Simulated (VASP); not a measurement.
A convergence study with VASP on InSb (zinc blende): one setting is varied, all else stays as given below, so the limit is that of these other settings. Each run relaxes cell and ions from the cell shown.

```
CELL_PARAMETERS angstrom
      0.00000     3.24000     3.24000
      3.24000     0.00000     3.24000
      3.24000     3.24000     0.00000
ATOMIC_POSITIONS crystal
  In 0.00000 0.00000 0.00000
  Sb 0.25000 0.25000 0.25000
```

Method: PBEsol GGA, VASP's PBE PAW potentials (set 64) (plane waves; VASP 6.6.1). The tightest run used: 550 eV cut-off, 11×11×11 Γ-centred mesh, Gaussian smearing of 0.050 eV, potentials In_d Sb.

### Question
The settings run are 2×2×2 mesh; 3×3×3 mesh; 4×4×4 mesh; 5×5×5 mesh; 7×7×7 mesh; 8×8×8 mesh; 9×9×9 mesh; 10×10×10 mesh; 11×11×11 mesh. From which on does the relaxed volume stay within 0.05 Å³/atom of the tightest run?

### Answer
From 7×7×7 mesh on: it is off by 0.023 there and by no more than 0.05 in any finer run, while 5×5×5 mesh is off by 0.148.
```csv
setting,relaxed volume (Å³/atom),E (eV/atom),irreducible k-points,difference judged (Å³/atom)
2×2×2 mesh,40.597,-2.9809,3,5.954
3×3×3 mesh,35.955,-3.6162,4,1.312
4×4×4 mesh,35.054,-3.7746,8,0.411
5×5×5 mesh,34.790,-3.8220,10,0.148
7×7×7 mesh,34.666,-3.8450,20,0.023
8×8×8 mesh,34.653,-3.8478,29,0.010
9×9×9 mesh,34.648,-3.8491,35,0.005
10×10×10 mesh,34.644,-3.8497,47,0.001
11×11×11 mesh,34.643,-3.8501,56,0.000
```

Left out are rungs that failed or repeat a setting and relaxations that didn't move; long series are thinned to 24 rows.

The compound is InSb in the zinc blende structure.
